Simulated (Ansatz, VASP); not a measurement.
BiAs: VASP beside Ansatz

Contents of INCAR:

```
SYSTEM = BiAs
PREC = Accurate ; ENCUT = 520
EDIFF = 1E-6 ; ISMEAR = -1
SIGMA = 0.05 ; LREAL = .False.
LASPH = .True. ; NELM = 60
ALGO = Normal ; ISIF = 2
LWAVE = .False. ; LCHARG = .False.
GGA = PE ; NBANDS = 17
```

The input KPOINTS:

```
regular mesh
0
Gamma
  13 13 13
  0 0 0
```

The input POSCAR:

```
BiAs
1.0
    0.0000000000      2.2225025942      2.2225025942
    2.2225025942      0.0000000000      2.2225025942
    2.2225025942      2.2225025942      0.0000000000
Bi As
1 1
Direct
    0.0000000000      0.0000000000      0.0000000000
    0.5000000000      0.5000000000      0.5000000000
```

Input for Ansatz:

```yaml
crystal:
  lattice:
    - [0.0, 2.2225025942, 2.2225025942]
    - [2.2225025942, 0.0, 2.2225025942]
    - [2.2225025942, 2.2225025942, 0.0]
  atoms:
    - { symbol: Bi, position: [0.0, 0.0, 0.0] }
    - { symbol: As, position: [0.5, 0.5, 0.5] }
kpoints:
  mp_grid: { grid: [13, 13, 13] }
scf:
  occupations: { method: fermi_dirac, width: 0.05 }
hamiltonian:
  xc: pbe
  pseudopotentials: { kind: paw, source: ansatz }
output:
  forces: true
  stress: true
  eigenvalues: true
```

Change from the starting cell: volume scaled by 0.4, PAW files, source ansatz.

Alike in both runs: task single point; functional PBE; k mesh 13 × 13 × 13; occupations fermi-dirac, width 0.05 eV; no spin polarisation.

```csv
,VASP,Ansatz
version,VASP 6.6.1,Ansatz 0.2.0
potentials or method,"VASP PAW PBE potentials, release 64 (Bi_d, As)","PAW with other files of Ansatz's library (source ansatz), scalar-relativistic"
plane-wave cutoff (eV),520,550
valence electrons in the cell,20,38
```

```csv
,VASP,Ansatz,Ansatz less VASP
pressure (GPa),433.4,427.9,-5.46
```

With one functional, cell and mesh, what is left measures potentials, basis and numerics. The two sets of potentials don't hold the same shells in valence.

Caveats: the cell as given lies far from equilibrium; so large a pressure means that the cell lies far from this level's equilibrium, or that cutoff or potentials fall short (VASP); spin-orbit coupling is left out, which moves the levels of the heavy elements.
